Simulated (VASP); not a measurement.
# AlPt: accuracy against cost in the smearing and plane-wave cutoff, part 3 of 4

A convergence test on AlPt: the smearing and plane-wave cutoff. The atoms are off their equilibrium sites, so that forces can be compared too. The series runs use LDA. The atoms of the start are displaced at random from the sites of a Pm-3m cell.

VASP 6.6.1; LDA; plane waves and PAW (Al, Pt).

Still holding for the runs below: This run has no spin polarisation. Its electron count is odd, so without a moment it is a metal by construction. The k-mesh is coarse for a metal.

So far. Step 11 (Smearing: ISMEAR = 2, SIGMA = 0.5): Against the run before the energy at zero width moves by -1.37 meV an atom and the pressure by -0.01 GPa, after 11 cycles in 5.6 s. The entropy term T·S comes to 7.85 meV an atom in size. Step 12 (Smearing: ISMEAR = -5): Against the first of the series the energy at zero width moves by +3.03 meV an atom and the pressure by -0.05 GPa, after 12 cycles in 6 s.

### 14. Plane-wave cutoff: ENCUT = 140

This step: LDA; plane waves and PAW (Al, Pt) (VASP 6.6.1).

The basis grows with ENCUT, and energy and stress both move with it.

File INCAR:

```
SYSTEM = AlPt
PREC = Accurate
ENCUT = 140
EDIFF = 1E-06
NELM = 100
ISMEAR = -1
SIGMA = 0.05
LREAL = .FALSE.
ALGO = Normal
GGA = CA
NBANDS = 12
LASPH = .TRUE.
LORBIT = 11
LWAVE = .FALSE.
LCHARG = .FALSE.
KPAR = 2
ISIF = 2
```

File POSCAR:

```
AlPt
1.0
    3.0915460000      0.0000000000      0.0000000000
    0.0000000000      3.0915460000      0.0000000000
    0.0000000000      0.0000000000      3.0915460000
Al Pt
1 1
Direct
    0.0062850000      0.0196950000     -0.0093260000
    0.4990160000      0.4947180000      0.5038540000
```

File KPOINTS:

```
Automatic mesh
0
Gamma
7 7 7
0 0 0
```

PAW data sets: Al and Pt (PBE family, release 64).

On the command line:

```sh
$ mpirun -np 2 vasp_std
```

Output:

```text
[... set-up lines as in an earlier step ...]
 entering main loop
       N       E                     dE             d eps       ncg     rms          rms(c)
DAV:   1    -0.169213166875E+01   -0.16921E+01   -0.26717E+03  5032   0.299E+02
DAV:   2    -0.155056141495E+02   -0.13813E+02   -0.13074E+02  4888   0.736E+01
DAV:   3    -0.156563472000E+02   -0.15073E+00   -0.15043E+00  4796   0.605E+00
DAV:   4    -0.156565213370E+02   -0.17414E-03   -0.17413E-03  4620   0.252E-01
DAV:   5    -0.156565217568E+02   -0.41978E-06   -0.41966E-06  4700   0.111E-02    0.410E+01
DAV:   6    -0.135295725530E+02    0.21269E+01   -0.86131E+00  4352   0.197E+01    0.110E+01
DAV:   7    -0.133643741876E+02    0.16520E+00   -0.11600E-01  4320   0.196E+00    0.558E+00
DAV:   8    -0.133135680092E+02    0.50806E-01   -0.63201E-02  4680   0.164E+00    0.258E-01
DAV:   9    -0.133134641771E+02    0.10383E-03   -0.91303E-04  4364   0.197E-01    0.129E-01
DAV:  10    -0.133134391752E+02    0.25002E-04   -0.96941E-05  4764   0.530E-02    0.174E-02
DAV:  11    -0.133134381640E+02    0.10112E-05   -0.27928E-06  4416   0.963E-03    0.882E-03
DAV:  12    -0.133134381116E+02    0.52431E-07   -0.15728E-07  2280   0.249E-03
   1 F= -.13313438E+02 E0= -.13311546E+02  d E =-.378459E-02
```

Run time: 1.8 s. Hardware: 2 MPI ranks of Intel Xeon 6975P-C (Granite Rapids), shared host; peak memory 0.2 GiB; 2.5 s of CPU time.

From OUTCAR (step 14):

```text
   ENCUT  =  140.0 eV  10.29 Ry    3.21 a.u.   2.98  2.98  2.98*2*pi/ulx,y,z

   NELECT =      13.0000    total number of electrons

 E-fermi :  10.6385

 k-point     1 :       0.0000    0.0000    0.0000
  band No.  band energies     occupation
    ...
      2       5.3125      2.00000
      3       5.3162      2.00000
      4       8.1726      2.00000
      5       8.1860      2.00000
      6       8.1862      2.00000
      7      14.4357      0.00000
      8      14.4373      0.00000
      9      14.4486      0.00000
     10      19.8113      0.00000
     11      20.3859      0.00000
    ...

  Total      -30.3339167    -30.3801552    -30.3439339      0.0391555     -0.0707866     -0.0209573
  in kB    -1644.7955937  -1647.3027844  -1645.3387563      2.1231272     -3.8382618     -1.1363700
  external PRESSURE =   -1645.8123782 kB  Pullay stress =       0.0000000 kB

 POSITION                                       TOTAL-FORCE (eV/Angst)
 -----------------------------------------------------------------------------------
      0.01943      0.06089      3.06271        -0.102883     -0.347178      0.185934
      1.54273      1.52944      1.55769         0.102883      0.347178     -0.185934
 -----------------------------------------------------------------------------------
    total drift:                                0.000201      0.000809     -0.000570

  FREE ENERGIE OF THE ION-ELECTRON SYSTEM (eV)
  ---------------------------------------------------
  free  energy   TOTEN  =       -13.3134381116 eV

  energy  without entropy=      -13.3096535192  energy(sigma->0) =      -13.31154582

[... 5 parts as in an earlier step ...]

[... 11 further parts left out ...]
```

Numbers from this step:

```yaml
free_energy_toten: -13.31 eV
energy_at_zero_smearing: -13.31 eV
fermi_energy: 10.64 eV
pressure: -164.6 GPa
```

The series starts at -6.6558 eV an atom and -164.58 GPa, after 12 cycles in 1.8 s.

### 15. Plane-wave cutoff: ENCUT = 180

Changes to INCAR since step 14:

```diff
@@ -2,3 +2,3 @@
 PREC = Accurate
-ENCUT = 140
+ENCUT = 180
 EDIFF = 1E-06
```

POSCAR is that of step 14.

KPOINTS is that of step 14.

On the command line:

```sh
$ mpirun -np 2 vasp_std
```

Output:

```text
[... set-up lines as in an earlier step ...]
 entering main loop
       N       E                     dE             d eps       ncg     rms          rms(c)
DAV:   1     0.546041546477E+01    0.54604E+01   -0.31130E+03  5020   0.365E+02
DAV:   2    -0.141452975967E+02   -0.19606E+02   -0.18445E+02  4904   0.939E+01
DAV:   3    -0.143808257879E+02   -0.23553E+00   -0.23516E+00  4764   0.844E+00
DAV:   4    -0.143813014774E+02   -0.47569E-03   -0.47567E-03  4640   0.478E-01
[...]
DAV:  10    -0.134862736373E+02    0.32583E-04   -0.59442E-05  4904   0.509E-02    0.750E-03
DAV:  11    -0.134862725308E+02    0.11066E-05   -0.38070E-06  4428   0.122E-02    0.219E-03
DAV:  12    -0.134862724807E+02    0.50050E-07   -0.25202E-07  2348   0.296E-03
   1 F= -.13486272E+02 E0= -.13484419E+02  d E =-.370649E-02
```

Elapsed: 2.2 s, on 2 MPI ranks; peak memory 0.21 GiB.

Parts of OUTCAR (step 15):

```text
  Total       -7.8511702     -7.8818211     -7.8580163      0.0456541     -0.0824389     -0.0244430
  in kB     -425.7139036   -427.3758889   -426.0851202      2.4754994     -4.4700816     -1.3253746
  external PRESSURE =    -426.3916376 kB  Pullay stress =       0.0000000 kB

 POSITION                                       TOTAL-FORCE (eV/Angst)
 -----------------------------------------------------------------------------------
      0.01943      0.06089      3.06271        -0.062087     -0.204658      0.111597
      1.54273      1.52944      1.55769         0.062087      0.204658     -0.111597
 -----------------------------------------------------------------------------------
    total drift:                                0.000208      0.000476     -0.000306

  FREE ENERGIE OF THE ION-ELECTRON SYSTEM (eV)
  ---------------------------------------------------
  free  energy   TOTEN  =       -13.4862724807 eV

  energy  without entropy=      -13.4825659898  energy(sigma->0) =      -13.48441924

[... 1 part as in an earlier step ...]

[... 2 further parts left out ...]
[key lines of the parts left out:]
E-fermi :  10.7056
```

Against the run before the energy moves by -86.44 meV an atom and the pressure by +121.94 GPa, after 12 cycles in 2.2 s.

### 16. Plane-wave cutoff: ENCUT = 220

Changes to INCAR since step 15:

```diff
@@ -2,3 +2,3 @@
 PREC = Accurate
-ENCUT = 180
+ENCUT = 220
 EDIFF = 1E-06
```

POSCAR is that of step 15.

KPOINTS is that of step 15.

On the command line:

```sh
$ mpirun -np 2 vasp_std
```

Output:

```text
[... set-up lines as in an earlier step ...]
 entering main loop
       N       E                     dE             d eps       ncg     rms          rms(c)
DAV:   1     0.111560163064E+02    0.11156E+02   -0.34498E+03  4900   0.427E+02
DAV:   2    -0.139073743058E+02   -0.25063E+02   -0.23542E+02  4840   0.111E+02
DAV:   3    -0.142440224794E+02   -0.33665E+00   -0.33554E+00  4876   0.110E+01
DAV:   4    -0.142450081030E+02   -0.98562E-03   -0.98559E-03  4592   0.740E-01
[...]
DAV:   9    -0.135609595229E+02    0.18228E-03   -0.53715E-04  4412   0.166E-01    0.946E-02
DAV:  10    -0.135609408615E+02    0.18661E-04   -0.58624E-05  4936   0.625E-02    0.124E-02
DAV:  11    -0.135609399427E+02    0.91884E-06   -0.34913E-06  4228   0.123E-02
   1 F= -.13560940E+02 E0= -.13559085E+02  d E =-.370907E-02
```

Wall time 2.6 s (2 MPI ranks); peak memory 0.23 GiB; 4 s of CPU time.

Parts of OUTCAR (step 16):

```text
  Total       -2.2817824     -2.3116493     -2.2884566      0.0408318     -0.0736043     -0.0219512
  in kB     -123.7250584   -125.3445319   -124.0869556      2.2140242     -3.9910443     -1.1902615
  external PRESSURE =    -124.3855153 kB  Pullay stress =       0.0000000 kB

 POSITION                                       TOTAL-FORCE (eV/Angst)
 -----------------------------------------------------------------------------------
      0.01943      0.06089      3.06271        -0.076883     -0.257123      0.138605
      1.54273      1.52944      1.55769         0.076883      0.257123     -0.138605
 -----------------------------------------------------------------------------------
    total drift:                                0.000221      0.000911     -0.000445

  FREE ENERGIE OF THE ION-ELECTRON SYSTEM (eV)
  ---------------------------------------------------
  free  energy   TOTEN  =       -13.5609399427 eV

  energy  without entropy=      -13.5572308692  energy(sigma->0) =      -13.55908541

[... 1 part as in an earlier step ...]

[... 2 further parts left out ...]
[key lines of the parts left out:]
E-fermi :  10.6957
```

Against the run before the energy moves by -37.33 meV an atom and the pressure by +30.20 GPa, after 11 cycles in 2.6 s.

### 17. Plane-wave cutoff: ENCUT = 240

Changes to INCAR since step 16:

```diff
@@ -2,3 +2,3 @@
 PREC = Accurate
-ENCUT = 220
+ENCUT = 240
 EDIFF = 1E-06
```

POSCAR is that of step 16.

KPOINTS is that of step 16.

On the command line:

```sh
$ mpirun -np 2 vasp_std
```

Output:

```text
[... set-up lines as in an earlier step ...]
 entering main loop
       N       E                     dE             d eps       ncg     rms          rms(c)
DAV:   1     0.136315352666E+02    0.13632E+02   -0.36548E+03  4888   0.460E+02
DAV:   2    -0.138638159339E+02   -0.27495E+02   -0.25677E+02  4876   0.117E+02
DAV:   3    -0.142498259394E+02   -0.38601E+00   -0.38488E+00  4848   0.122E+01
DAV:   4    -0.142511254179E+02   -0.12995E-02   -0.12994E-02  4604   0.886E-01
[...]
DAV:   9    -0.135864169756E+02    0.16994E-03   -0.52754E-04  4464   0.166E-01    0.989E-02
DAV:  10    -0.135863977727E+02    0.19203E-04   -0.65363E-05  4924   0.670E-02    0.134E-02
DAV:  11    -0.135863968837E+02    0.88907E-06   -0.34133E-06  4204   0.124E-02
   1 F= -.13586397E+02 E0= -.13584545E+02  d E =-.370381E-02
```

Run time: 2.4 s. Hardware: 2 MPI ranks; peak memory 0.23 GiB.

Parts of OUTCAR (step 17):

```text
  Total       -1.6443719     -1.6739654     -1.6509783      0.0404128     -0.0728545     -0.0217172
  in kB      -89.1627590    -90.7674072    -89.5209771      2.1913016     -3.9503870     -1.1775707
  external PRESSURE =     -89.8170478 kB  Pullay stress =       0.0000000 kB

 POSITION                                       TOTAL-FORCE (eV/Angst)
 -----------------------------------------------------------------------------------
      0.01943      0.06089      3.06271        -0.078078     -0.261240      0.140773
      1.54273      1.52944      1.55769         0.078078      0.261240     -0.140773
 -----------------------------------------------------------------------------------
    total drift:                                0.000205      0.000851     -0.000414

  FREE ENERGIE OF THE ION-ELECTRON SYSTEM (eV)
  ---------------------------------------------------
  free  energy   TOTEN  =       -13.5863968837 eV

  energy  without entropy=      -13.5826930748  energy(sigma->0) =      -13.58454498

[... 1 part as in an earlier step ...]

[... 2 further parts left out ...]
[key lines of the parts left out:]
E-fermi :  10.6975
```

Against the run before the energy moves by -12.73 meV an atom and the pressure by +3.46 GPa, after 11 cycles in 2.4 s.

### 18. Plane-wave cutoff: ENCUT = 280

Changes to INCAR since step 17:

```diff
@@ -2,3 +2,3 @@
 PREC = Accurate
-ENCUT = 240
+ENCUT = 280
 EDIFF = 1E-06
```

POSCAR is that of step 17.

KPOINTS is that of step 17.

On the command line:

```sh
$ mpirun -np 2 vasp_std
```

Output:

```text
[... set-up lines as in an earlier step ...]
 entering main loop
       N       E                     dE             d eps       ncg     rms          rms(c)
DAV:   1     0.203669107526E+02    0.20367E+02   -0.39205E+03  4612   0.520E+02
DAV:   2    -0.136462030176E+02   -0.34013E+02   -0.31308E+02  4844   0.129E+02
DAV:   3    -0.142564160691E+02   -0.61021E+00   -0.60800E+00  4884   0.156E+01
DAV:   4    -0.142588068123E+02   -0.23907E-02   -0.23906E-02  4624   0.123E+00
[...]
DAV:   9    -0.135945142726E+02    0.16653E-03   -0.52052E-04  4484   0.167E-01    0.101E-01
DAV:  10    -0.135944923102E+02    0.21962E-04   -0.69529E-05  4888   0.692E-02    0.135E-02
DAV:  11    -0.135944914347E+02    0.87554E-06   -0.35630E-06  4368   0.128E-02
   1 F= -.13594491E+02 E0= -.13592640E+02  d E =-.370350E-02
```

Run time: 4.2 s. Hardware: 2 MPI ranks; peak memory 0.24 GiB; 7.4 s of CPU time.

Parts of OUTCAR (step 18):

```text
  Total       -1.5497214     -1.5797909     -1.5563918      0.0408900     -0.0737804     -0.0219576
  in kB      -84.0305220    -85.6609816    -84.3922150      2.2171805     -4.0005942     -1.1906050
  external PRESSURE =     -84.6945729 kB  Pullay stress =       0.0000000 kB

 POSITION                                       TOTAL-FORCE (eV/Angst)
 -----------------------------------------------------------------------------------
      0.01943      0.06089      3.06271        -0.077820     -0.260406      0.140298
      1.54273      1.52944      1.55769         0.077820      0.260406     -0.140298
 -----------------------------------------------------------------------------------
    total drift:                                0.000230      0.000631     -0.000343

  FREE ENERGIE OF THE ION-ELECTRON SYSTEM (eV)
  ---------------------------------------------------
  free  energy   TOTEN  =       -13.5944914347 eV

  energy  without entropy=      -13.5907879339  energy(sigma->0) =      -13.59263968

[... 1 part as in an earlier step ...]

[... 2 further parts left out ...]
[key lines of the parts left out:]
E-fermi :  10.6958
```

Against the run before the energy moves by -4.05 meV an atom and the pressure by +0.51 GPa, after 11 cycles in 4.2 s.

### 19. Plane-wave cutoff: ENCUT = 310

Changes to INCAR since step 18:

```diff
@@ -2,3 +2,3 @@
 PREC = Accurate
-ENCUT = 280
+ENCUT = 310
 EDIFF = 1E-06
```

POSCAR is that of step 18.

KPOINTS is that of step 18.

On the command line:

```sh
$ mpirun -np 2 vasp_std
```

Output:

```text
[... set-up lines as in an earlier step ...]
 entering main loop
       N       E                     dE             d eps       ncg     rms          rms(c)
DAV:   1     0.226878984536E+02    0.22688E+02   -0.41233E+03  4564   0.568E+02
DAV:   2    -0.136402511961E+02   -0.36328E+02   -0.33866E+02  4784   0.137E+02
DAV:   3    -0.142598188017E+02   -0.61957E+00   -0.61765E+00  4912   0.163E+01
DAV:   4    -0.142625408348E+02   -0.27220E-02   -0.27219E-02  4600   0.136E+00
[...]
DAV:   9    -0.135935905128E+02    0.16797E-03   -0.52936E-04  4520   0.170E-01    0.102E-01
DAV:  10    -0.135935674844E+02    0.23028E-04   -0.70753E-05  4820   0.700E-02    0.134E-02
DAV:  11    -0.135935665972E+02    0.88717E-06   -0.38543E-06  4484   0.134E-02
   1 F= -.13593567E+02 E0= -.13591716E+02  d E =-.370219E-02
```

Run time: 4.4 s. Hardware: 2 MPI ranks; peak memory 0.26 GiB; 7.7 s of CPU time.

OUTCAR, selected parts (step 19):

```text
  Total       -1.6093831     -1.6392519     -1.6160191      0.0409628     -0.0739128     -0.0219966
  in kB      -87.2655587    -88.8851369    -87.6253813      2.2211245     -4.0077717     -1.1927213
  external PRESSURE =     -87.9253589 kB  Pullay stress =       0.0000000 kB

 POSITION                                       TOTAL-FORCE (eV/Angst)
 -----------------------------------------------------------------------------------
      0.01943      0.06089      3.06271        -0.077960     -0.260866      0.140550
      1.54273      1.52944      1.55769         0.077960      0.260866     -0.140550
 -----------------------------------------------------------------------------------
    total drift:                                0.000241      0.000667     -0.000364

  FREE ENERGIE OF THE ION-ELECTRON SYSTEM (eV)
  ---------------------------------------------------
  free  energy   TOTEN  =       -13.5935665972 eV

  energy  without entropy=      -13.5898644106  energy(sigma->0) =      -13.59171550

[... 1 part as in an earlier step ...]

[... 2 further parts left out ...]
[key lines of the parts left out:]
E-fermi :  10.6927
```

Against the run before the energy moves by +0.46 meV an atom and the pressure by -0.32 GPa, after 11 cycles in 4.4 s.

### 20. Plane-wave cutoff: ENCUT = 380

Changes to INCAR since step 19:

```diff
@@ -2,3 +2,3 @@
 PREC = Accurate
-ENCUT = 310
+ENCUT = 380
 EDIFF = 1E-06
```

POSCAR is that of step 19.

KPOINTS is that of step 19.

On the command line:

```sh
$ mpirun -np 2 vasp_std
```

Output:

```text
[... set-up lines as in an earlier step ...]
 entering main loop
       N       E                     dE             d eps       ncg     rms          rms(c)
DAV:   1     0.294219507149E+02    0.29422E+02   -0.46361E+03  4504   0.676E+02
DAV:   2    -0.133862660815E+02   -0.42808E+02   -0.39645E+02  4796   0.152E+02
DAV:   3    -0.142561100313E+02   -0.86984E+00   -0.86479E+00  4920   0.199E+01
DAV:   4    -0.142607118115E+02   -0.46018E-02   -0.46014E-02  4572   0.179E+00
[...]
DAV:   9    -0.135878969750E+02    0.16594E-03   -0.54854E-04  4532   0.175E-01    0.102E-01
DAV:  10    -0.135878732478E+02    0.23727E-04   -0.72552E-05  4868   0.716E-02    0.132E-02
DAV:  11    -0.135878723529E+02    0.89486E-06   -0.41975E-06  4492   0.141E-02
   1 F= -.13587872E+02 E0= -.13586022E+02  d E =-.370146E-02
```

Run time: 5.2 s. Hardware: 2 MPI ranks; peak memory 0.28 GiB; 9.4 s of CPU time.

[end of part 3 of 4]

[Lines on the potential files, build, host, timing and source positions are cut from VASP's logs without a mark.]

[Logs are printed without paths, hosts, clocks, repeated set-up lines and the standing remarks that a program may print on its own settings, such as how far it seeks lower states.]

[Hosts, paths, dates, database ids (printed as entryN), source tags and the programs' standing remarks are cut or masked in the printed files.]

[A measured line is paired with the nearest computed mode of its activity, which favours agreement.]
